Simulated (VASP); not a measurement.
# LaN (relaxed from the zinc blende structure, space group F-43m): computed properties

These are r2SCAN meta-GGA, VASP's PBE PAW potentials (set 64) (plane waves; VASP) values and carry that method's errors.

| Property | Result |
|---|---|
| space group | F-43m (216) |
| cell | a = 5.601 Å, b = 5.601 Å, c = 5.601 Å, α = 90.00°, β = 90.00°, γ = 90.00° |
| volume per atom | 21.96 Å³/atom |
| band gap (over mesh and band path) | 1.53 eV |
| smallest direct gap (over mesh and band path) | 2.52 eV |
| band-edge character | indirect, X to Γ |
| density | 5.78 g/cm³ |

```
LaN
1.0
    0.00000     2.80031     2.80031
    2.80031     0.00000     2.80031
    2.80031     2.80031     0.00000
La N
1 1
Direct
  0.00000   0.00000   0.00000
  0.25000   0.25000   0.25000
```

The structure was generated: LaN was put into the zinc blende type (F-43m), which need not be its known phase. It was relaxed first, which changed the volume by -34 %. Symmetry was kept, so distortions that lower it aren't found.
